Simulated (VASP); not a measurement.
All values below come from PBEsol GGA, VASP's PBE PAW potentials (set 64) (plane waves; VASP).

VASP ran on this input.

**KPOINTS**
```
K-points
0
gamma
  10 10 3
0 0 0
```

### INCAR
```
LCHARG=.TRUE.
LEFG=.TRUE.
LASPH=.TRUE.   # aspherical one-centre terms
PREC=Accurate
ENCUT=400   # plane-wave cut-off (eV)
SYSTEM=Cd2Hg2Se4
LWAVE=.FALSE.
NEDOS=601   # DOS grid
ISIF=2   # forces and stress, cell fixed
LORBIT=11
LMAXMIX=6   # l cut-off of mixed one-centre charges
LREAL=.FALSE.   # projection in real space or not
GGA=PS
ALGO=Normal   # blocked Davidson
ISMEAR=-5
EDIFF=1E-7   # SCF stop (eV)
NELM=100
```

### POSCAR
```
Cd2Hg2Se4
1
    0.0000000000     3.0577078500     3.0577078500
    3.0577078500     0.0000000000     3.0577078500
   12.2215931906    12.2215931906     0.0092382093
Hg Se Cd
2 4 2
Direct
  0.0009718362   0.0009718362   0.9992711228
  0.9992540934   0.9992540934   0.2505594300
  0.2496743320   0.2496743320   0.0627442510
  0.2482162123   0.2482162123   0.3138378408
  0.2503580920   0.2503580920   0.5622314311
  0.2524154145   0.2524154145   0.8106884392
  0.9987283895   0.9987283895   0.5009537078
  0.0003816300   0.0003816300   0.7497137775
```

POTCAR, in this order: Hg Se Cd (PBE.64 set). Program: vasp_std.

Output

### OSZICAR
```
       N       E                     dE             d eps       ncg     rms          rms(c)
DAV:   1     0.450785806647E+03    0.45079E+03   -0.29455E+04  6708   0.122E+03
DAV:   2     0.490486386868E+01   -0.44588E+03   -0.43726E+03  7493   0.327E+02
DAV:   3    -0.230093783841E+02   -0.27914E+02   -0.27765E+02  7894   0.800E+01
DAV:   4    -0.233396741314E+02   -0.33030E+00   -0.32967E+00  7615   0.826E+00
DAV:   5    -0.233432008323E+02   -0.35267E-02   -0.35253E-02  7765   0.794E-01    0.141E+01
DAV:   6    -0.220014893970E+02    0.13417E+01   -0.31751E+00  8407   0.155E+01    0.109E+01
DAV:   7    -0.219917639176E+02    0.97255E-02   -0.16927E+00  7081   0.558E+00    0.332E+00
DAV:   8    -0.219562529993E+02    0.35511E-01   -0.31345E-01  7257   0.435E+00    0.961E-01
DAV:   9    -0.219561829797E+02    0.70020E-04   -0.31963E-02  7206   0.150E+00    0.301E-01
DAV:  10    -0.219560860364E+02    0.96943E-04   -0.21739E-03  7834   0.335E-01    0.725E-02
DAV:  11    -0.219561210982E+02   -0.35062E-04   -0.25929E-04  7293   0.904E-02    0.269E-02
DAV:  12    -0.219561357487E+02   -0.14651E-04   -0.59815E-05  7447   0.488E-02    0.172E-02
DAV:  13    -0.219561395974E+02   -0.38487E-05   -0.10944E-05  7252   0.208E-02    0.412E-03
DAV:  14    -0.219561406858E+02   -0.10885E-05   -0.25144E-06  7296   0.698E-03    0.265E-03
DAV:  15    -0.219561408824E+02   -0.19657E-06   -0.18885E-07  5742   0.196E-03    0.921E-04
DAV:  16    -0.219561409043E+02   -0.21907E-07   -0.80186E-08  4739   0.108E-03
   1 F= -.21956141E+02 E0= -.21956141E+02  d E =0.000000E+00
```

### OUTCAR
```
------------------------ aborting loop because EDIFF is reached ----------------------------------------
  FORCE on cell =-STRESS in cart. coord.  units (eV):
  Direction    XX          YY          ZZ          XY          YZ          ZX
  --------------------------------------------------------------------------------------
  Total       -0.0256941     -0.0256941     -0.0256941     -0.0069489      0.0069489      0.0069489
  in kB       -0.1802012     -0.1802012     -0.1802012     -0.0487349      0.0487349      0.0487349
  external PRESSURE =      -0.1802012 kB  Pullay stress =       0.0000000 kB
  volume of cell :      228.45
      direct lattice vectors                 reciprocal lattice vectors
     0.000000000  3.057707850  3.057707850    -0.163583007  0.163459356  0.163583007
     3.057707850  0.000000000  3.057707850     0.163459356 -0.163583007  0.163583007
    12.221593191 12.221593191  0.009238209     0.040926665  0.040926665 -0.040926665
 POSITION                                       TOTAL-FORCE (eV/Angst)
 -----------------------------------------------------------------------------------
     12.21566     12.21566      0.01517        -0.008339     -0.008339      0.008339
      6.11766      6.11766      6.11317         0.009613      0.009613     -0.009613
      1.53027      1.53027      1.52744        -0.004656     -0.004656      0.004656
      4.59457      4.59457      1.52084         0.005686      0.005686     -0.005686
      7.63689      7.63689      1.53624         0.001727      0.001727     -0.001727
     10.67972     10.67972      1.55111        -0.002815     -0.002815      0.002815
      9.17627      9.17627      6.11227         0.006996      0.006996     -0.006996
      9.16386      9.16386      0.00926        -0.008211     -0.008211      0.008211
 -----------------------------------------------------------------------------------
    total drift:                               -0.000128     -0.000128      0.000122
  FREE ENERGIE OF THE ION-ELECTRON SYSTEM (eV)
  ---------------------------------------------------
  free  energy   TOTEN  =       -21.9561409043 eV

  energy  without entropy=      -21.9561409043  energy(sigma->0) =      -21.95614090

 total charge

# of ion       s       p       d       tot
------------------------------------------
    1        0.709   0.400   9.382  10.491
    2        0.708   0.403   9.382  10.493
    3        1.464   2.286   0.034   3.785
    4        1.461   2.307   0.031   3.799
    5        1.448   2.369   0.022   3.839
    6        1.451   2.350   0.025   3.826
    7        0.450   0.313   9.545  10.308
    8        0.450   0.313   9.545  10.308
--------------------------------------------------
tot          8.141  10.740  37.967  56.849

 Electric field gradients after diagonalization (V/A^2)
 (convention: |V_zz| > |V_xx| > |V_yy|)
----------------------------------------------------------------------
 ion       V_xx      V_yy      V_zz     asymmetry (V_yy - V_xx)/ V_zz
----------------------------------------------------------------------
   1       1.274     1.272    -2.546       0.001
   2       2.007     2.005    -4.011       0.001
   3       0.470     0.469    -0.939       0.000
   4      25.954    25.953   -51.907       0.000
   5       1.090     1.089    -2.179       0.000
   6     -23.021   -23.021    46.042       0.000
   7      -1.044    -1.039     2.083       0.002
   8      -1.513    -1.508     3.021       0.001
```
(Selected blocks of OUTCAR.)

For a metal the tetrahedron method with Blöchl corrections gives inexact stress and forces.

The structure was generated: Cd2Hg2Se4 was put into an ordered model structure (R3m), which need not be its known phase. It was relaxed first.
